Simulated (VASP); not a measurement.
# CaAs2 (Pmmm) in VASP: single point with PBE

Aim: the single point of CaAs2 with PBE.

Program: VASP 6.6.1. These are calculated values, not measurements. Logs are shortened: lines on timing, memory, paths and dates and some standing lists are left out, and cuts for length are marked.

## Step 1: The structure

It takes space group Pmmm (No. 47, orthorhombic). The conventional cell has a = 3.140 Å, b = 4.332 Å, c = 5.558 Å, α = 90.00°, β = 90.00°, γ = 90.00°. Ca (site symmetry mmm) has 8 As at 3.10 Å and 2 Ca at 3.14 Å as nearest neighbours. As (site symmetry mm2) has 1 As at 2.43 Å as nearest neighbours.

The cell was built by a generator and needn't be a form met in nature.

## Step 2: Single point, PBE

File INCAR:

```
PREC     = Accurate       # precision mode
ENCUT    = 520            # plane-wave cutoff, eV
EDIFF    = 1E-6           # SCF threshold, eV
ISMEAR   = 0              # smearing method
SIGMA    = 0.1            # smearing width, eV
LREAL    = False          # projectors in reciprocal space
LASPH    = True           # aspherical terms in the spheres
NELM     = 100            # most SCF steps
ALGO     = Fast           # electronic algorithm
ISIF     = 2              # what is computed and relaxed
LWAVE    = False          # write WAVECAR
LCHARG   = False          # write CHGCAR
GGA      = PE             # functional
NBANDS   = 17             # bands
```

File KPOINTS:

```
Automatic mesh
0
Gamma
  16 10 8
```

File POSCAR:

```
CaAs2
1.0
    3.1396029707      0.0000000000      0.0000000000
    0.0000000000      4.3316097441      0.0000000000
    0.0000000000      0.0000000000      5.5582246562
Ca As
1 2
Direct
    0.0000000000      0.5000000000      0.5000000000
    0.5000000000      0.0000000000      0.7811091827
    0.5000000000      0.0000000000      0.2188908173
```

Potentials or basis: VASP PAW PBE potentials, release 64 (Ca_sv, As).

Started as:

```bash
$ cat potpaw_PBE.64/Ca_sv/POTCAR potpaw_PBE.64/As/POTCAR > POTCAR
$ mpirun -np 1 vasp_std > vasp.out
```

OUTCAR:

```text
PREC = Accurate
   ENCUT = 520
   EDIFF = 1E-6
   ISMEAR = 0
   LREAL = False
   LASPH = True
   NELM = 100
   ISIF = 2
   GGA = PE

 ion  position               nearest neighbor table
   1  0.000  0.500  0.500-
   2  0.500  0.000  0.781-   3 2.43
   3  0.500  0.000  0.219-   2 2.43

  LATTYP: Found a simple orthorhombic cell.
 ALAT       =     3.1396029707
 B/A-ratio  =     1.3796679977
 C/A-ratio  =     1.7703590894

  Lattice vectors:

 A1 = (   3.1396029707,   0.0000000000,   0.0000000000)
 A2 = (   0.0000000000,   4.3316097441,   0.0000000000)
 A3 = (   0.0000000000,   0.0000000000,   5.5582246562)

Analysis of symmetry for initial positions (statically):
=====================================================================
 Subroutine PRICEL returns:
 Original cell was already a primitive cell.

 Routine SETGRP: Setting up the symmetry group for a
 simple orthorhombic supercell.

 Subroutine GETGRP returns: Found  8 space group operations
 (whereof  8 operations were pure point group operations)
 out of a pool of  8 trial point group operations.

The static configuration has the point symmetry D_2h.

Analysis of symmetry for dynamics (positions and initial velocities):
=====================================================================
 Subroutine PRICEL returns:
 Original cell was already a primitive cell.

 Routine SETGRP: Setting up the symmetry group for a
 simple orthorhombic supercell.

 Subroutine GETGRP returns: Found  8 space group operations
 (whereof  8 operations were pure point group operations)
 out of a pool of  8 trial point group operations.

The dynamic configuration has the point symmetry D_2h.

 Subroutine INISYM returns: Found  8 space group operations
 (whereof  8 operations are pure point group operations),
 and found     1 'primitive' translations

----------------------------------------------------------------------------------------

                                     Primitive cell

  volume of cell :      75.5893

  direct lattice vectors                    reciprocal lattice vectors
     3.139602971  0.000000000  0.000000000     0.318511611  0.000000000  0.000000000
     0.000000000  4.331609744  0.000000000     0.000000000  0.230861056  0.000000000
     0.000000000  0.000000000  5.558224656     0.000000000  0.000000000  0.179913563

  length of vectors
     3.139602971  4.331609744  5.558224656     0.318511611  0.230861056  0.179913563

  position of ions in fractional coordinates (direct lattice)
     0.000000000  0.500000000  0.500000000
     0.500000000  0.000000000  0.781109183
     0.500000000  0.000000000  0.218890817

  ion indices of the primitive-cell ions
   primitive index   ion index
                 1           1
                 2           2
                 3           3

----------------------------------------------------------------------------------------

 KPOINTS: Automatic mesh

Automatic generation of k-mesh.
 Grid dimensions read from file:
 generate k-points for:   16   10    8

 Generating k-lattice:

  Cartesian coordinates                     Fractional coordinates (reciprocal lattice)
     0.019906976  0.000000000  0.000000000     0.062500000  0.000000000  0.000000000
     0.000000000  0.023086106  0.000000000     0.000000000  0.100000000  0.000000000
     0.000000000  0.000000000  0.022489195     0.000000000  0.000000000  0.125000000

  Length of vectors
     0.019906976  0.023086106  0.022489195

  Shift w.r.t. Gamma in fractional coordinates (k-lattice)
     0.000000000  0.000000000  0.000000000

 Subroutine IBZKPT returns following result:
 ===========================================

 Found    270 irreducible k-points:

 Following reciprocal coordinates:
            Coordinates               Weight
  0.000000  0.000000  0.000000      1.000000
  0.062500  0.000000  0.000000      2.000000
  0.125000  0.000000  0.000000      2.000000
  0.187500  0.000000  0.000000      2.000000
  0.250000  0.000000  0.000000      2.000000
  0.312500  0.000000  0.000000      2.000000
[... 16 lines left out ...]
  0.250000  0.200000  0.000000      4.000000
  0.312500  0.200000  0.000000      4.000000
 [... further k-points ...]
   k-points           NKPTS =    270   k-points in BZ     NKDIM =    270   number of bands    NBANDS=     17
   number of dos      NEDOS =    301   number of ions     NIONS =      3
   total plane-waves  NPLWV =  32256
   dimension x,y,z NGX =    24 NGY =   32 NGZ =   42
   dimension x,y,z NGXF=    48 NGYF=   64 NGZF=   84
   ions per type =               1   2
   NGX,Y,Z   is equivalent  to a cutoff of  12.71, 12.28, 12.56 a.u.
   NGXF,Y,Z  is equivalent  to a cutoff of  25.42, 24.56, 25.12 a.u.
 SYSTEM =  unknown system
   PREC   = accura    normal or accurate (medium, high low for compatibility)
   ISTART =      0    job   : 0-new  1-cont  2-samecut
   ICHARG =      2    charge: 1-file 2-atom 10-const
   ISPIN  =      1    spin polarized calculation?
   LNONCOLLINEAR =      F non collinear calculations
   LSORBIT =      F    spin-orbit coupling
   LASPH  =      T    aspherical Exc in radial PAW
   ENCUT  =  520.0 eV  38.22 Ry    6.18 a.u.   5.84  8.05 10.33*2*pi/ulx,y,z
   NELM   =    100;   NELMIN=  2; NELMDL= -5     # of ELM steps
   EDIFF  = 0.1E-05   stopping-criterion for ELM
   LREAL  =      F    real-space projection
   EDIFFG = 0.1E-04   stopping-criterion for IOM
   NSW    =      0    number of steps for IOM
   IBRION =     -1    ionic relax: 0-MD 1-quasi-New 2-CG
   NFREE  =      0    steps in history (QN), initial steepest desc. (CG)
   ISIF   =      2    stress and relaxation
   ISYM   =      2    0-nonsym 1-usesym 2-fastsym
   POTIM  = 0.5000    time-step for ionic-motion
   TEBEG  =    0.0;   TEEND  =   0.0 temperature during run
   PSTRESS=    0.0 pullay stress
   NELECT =      20.0000    total number of electrons
   NUPDOWN=      -1.0000    fix difference up-down
   EMIN   =  10.00;   EMAX   =-10.00  energy-range for DOS
   EFERMI =   0.00;   METHOD = LEGACY
   ISMEAR =     0;   SIGMA  =   0.10  broadening in eV -4-tet -1-fermi 0-gaus
   EFERMI_NEDOS =   21; number of points for ismear=-14 and -15
   IALGO  =     68    algorithm
   IMIX   =      4    mixing-type and parameters
     AMIX     =   0.40;   BMIX     =  1.00
     AMIX_MAG =   1.60;   BMIX_MAG =  1.00
  volume/ion in A,a.u.               =      25.20       170.03
  Fermi-wavevector in a.u.,A,eV,Ry     =   1.050989  1.986081 15.028690  1.104578
  Thomas-Fermi vector in A             =   2.186014
   LORBIT       =      0    0 simple, 1 ext, 2 COOP (PROOUT), +10 PAW based schemes
   GGA     = PE    functional components
   LHFCALC =     F    Hartree Fock is set to
   AEXX    =    0.0000 exact exchange contribution
   IVDW    =     0    specifies the selected vdW correction
   LEPSILON=     F    determine dielectric tensor
   LRPA    =     F    only Hartree local field effects (RPA)
 non-spin polarized calculation
 RMM-DIIS sequential band-by-band and
 Gauss-broadening in eV      SIGMA  =   0.10
  energy-cutoff  :      520.00
  volume of cell :       75.59
 maximum number of plane-waves:      2054
 NGX is ok and might be reduce to    24
   NGX = 11   NGY = 17   NGZ = 21

 number of electron      19.9999999 magnetization

 Free energy of the ion-electron system (eV)
  ---------------------------------------------------
  ext. energy  EPLUGINS =         0.00000000
  ---------------------------------------------------
  free energy    TOTEN  =       -12.77970283 eV

  energy without entropy =      -12.77618491  energy(sigma->0) =      -12.77794387

 E-fermi :   3.4152     XC(G=0):  -9.2232

 val. band max:        3.3845232081   @ k =   0.0625   0.0000   0.5000
 cond. band min:       3.4316022087   @ k =   0.0000   0.1000   0.5000
 fundamental gap:      0.0470790006
 Fermi energy:         3.4152326673

 k-point     1 :       0.0000    0.0000    0.0000
  band No.  band energies     occupation
      1     -37.2001      2.00000
      2     -18.2192      2.00000
      3     -18.2133      2.00000
      4     -18.0221      2.00000
      5      -8.9908      2.00000
      6      -5.4801      2.00000
[... 9 lines left out ...]
     16       9.4218      0.00000
     17      10.0128      0.00000

 k-point     2 :       0.0625    0.0000    0.0000
  band No.  band energies     occupation
      1     -37.1974      2.00000
      2     -18.2161      2.00000
      3     -18.2103      2.00000
      4     -18.0459      2.00000
      5      -8.9454      2.00000
      6      -5.4398      2.00000
[... 9 lines left out ...]
     16       9.3824      0.00000
     17       9.4423      0.00000

 k-point     3 :       0.1250    0.0000    0.0000
  band No.  band energies     occupation
      1     -37.1899      2.00000
      2     -18.2072      2.00000
      3     -18.2015      2.00000
      4     -18.1132      2.00000
      5      -8.8114      2.00000
      6      -5.3210      2.00000
[... 9 lines left out ...]
     16       9.3409      0.00000
     17       9.7582      0.00000

 k-point     4 :       0.1875    0.0000    0.0000
  band No.  band energies     occupation
      1     -37.1787      2.00000
      2     -18.2125      2.00000
      3     -18.1938      2.00000
      4     -18.1882      2.00000
      5      -8.5971      2.00000
      6      -5.1300      2.00000
[... 9 lines left out ...]
     16       9.0444      0.00000
     17       9.5366      0.00000
[... 343 lines left out ...]
      1     -37.1781      2.00000
      2     -18.2131      2.00000
      3     -18.2036      2.00000
      4     -18.1909      2.00000
      5      -8.5110      2.00000
      6      -5.1161      2.00000
[... 9 lines left out ...]
     16       9.3676      0.00000
     17       9.6465      0.00000

 k-point    23 :       0.2500    0.2000    0.0000
  band No.  band energies     occupation
      1     -37.1648      2.00000
      2     -18.3247      2.00000
      3     -18.1888      2.00000
      4     -18.1754      2.00000
      5      -8.2465      2.00000
      6      -4.8525      2.00000
[... 9 lines left out ...]
     16       9.0310      0.00000
     17       9.6137      0.00000

 k-point    24 :       0.3125    0.2000    0.0000
  band No.  band energies     occupation
      1     -37.1515      2.00000
      2     -18.4367      2.00000
      3     -18.1715      2.00000
      4     -18.1599      2.00000
      5      -7.9466      2.00000
      6      -4.5498      2.00000
[... 9 lines left out ...]
     16       8.7039      0.00000
     17       9.3179      0.00000

 [... further k-points ...]

------------------------ aborting loop because EDIFF is reached ----------------------------------------

  FORCE on cell =-STRESS in cart. coord.  units (eV):
  Direction    XX          YY          ZZ          XY          YZ          ZX
  --------------------------------------------------------------------------------------
  -------------------------------------------------------------------------------------
  Total        0.0735642      0.0594148      0.1304307     -0.0000000      0.0000000      0.0000000
  in kB        1.5592533      1.2593466      2.7645869     -0.0000000      0.0000000      0.0000000
  external PRESSURE =       1.8610623 kB  Pullay stress =       0.0000000 kB

 VOLUME and BASIS-vectors are now :
 -----------------------------------------------------------------------------
  energy-cutoff  :      520.00
  volume of cell :       75.59
      direct lattice vectors                 reciprocal lattice vectors
     3.139602971  0.000000000  0.000000000     0.318511611  0.000000000  0.000000000
     0.000000000  4.331609744  0.000000000     0.000000000  0.230861056  0.000000000
     0.000000000  0.000000000  5.558224656     0.000000000  0.000000000  0.179913563

 POSITION                                       TOTAL-FORCE (eV/Angst)
 -----------------------------------------------------------------------------------
      0.00000      2.16580      2.77911        -0.000000      0.000000      0.000000
      1.56980      0.00000      4.34158         0.000000      0.000000     -0.035754
      1.56980      0.00000      1.21664        -0.000000     -0.000000      0.035754
 -----------------------------------------------------------------------------------
    total drift:                                0.000000      0.000000      0.000000

  FREE ENERGIE OF THE ION-ELECTRON SYSTEM (eV)
  ---------------------------------------------------
  free  energy   TOTEN  =       -12.7797028291 eV

  energy  without entropy=      -12.7761849106  energy(sigma->0) =      -12.77794387
```

Wall time 4.7 min (1 thread of Intel Xeon Platinum 8488C (Sapphire Rapids), shared host); peak memory 0.45 GiB.

What came out:

```yaml
Free_energy: -12.7797 eV
Pressure: 0.2 GPa
Largest_force: 0.036 eV/Å
Band_gap_on_the_k_mesh: none (metal or under the smearing width)
```

Forces in eV/Å, atoms in the order of the input:
```
Ca   0.000  0.000  0.000
As   0.000  0.000 -0.036
As   0.000  0.000  0.036
```

Levels at points of the mesh, in eV from the Fermi level:
| k point | band 7 | band 8 | band 9 | band 10 | band 11 | band 12 | band 13 | band 14 |
| --- | --- | --- | --- | --- | --- | --- | --- | --- |
| (0.00, 0.00, 0.00) | -5.09 | -1.89 | -0.30 | 0.95 | 2.11 | 2.63 | 3.78 | 5.24 |
| (0.50, 0.00, 0.00) | -4.77 | -3.39 | -1.68 | -1.41 | 1.96 | 2.26 | 3.11 | 3.79 |
| (0.00, 0.50, 0.00) | -4.52 | -4.19 | -0.80 | 1.41 | 1.78 | 3.81 | 4.37 | 4.65 |
| (0.50, 0.50, 0.00) | -4.23 | -3.70 | -2.02 | -2.01 | -0.66 | 2.30 | 4.33 | 4.86 |
| (0.00, 0.00, 0.50) | -1.85 | -1.45 | -0.40 | -0.09 | 1.25 | 2.31 | 3.53 | 3.68 |
| (0.50, 0.00, 0.50) | -3.89 | -3.38 | -0.66 | -0.61 | 0.04 | 2.29 | 3.36 | 3.51 |
| (0.00, 0.50, 0.50) | -3.06 | -2.93 | -1.67 | 0.92 | 2.40 | 2.71 | 2.80 | 4.14 |
| (0.50, 0.50, 0.50) | -3.90 | -2.66 | -2.06 | -0.61 | -0.11 | 1.53 | 3.56 | 3.98 |
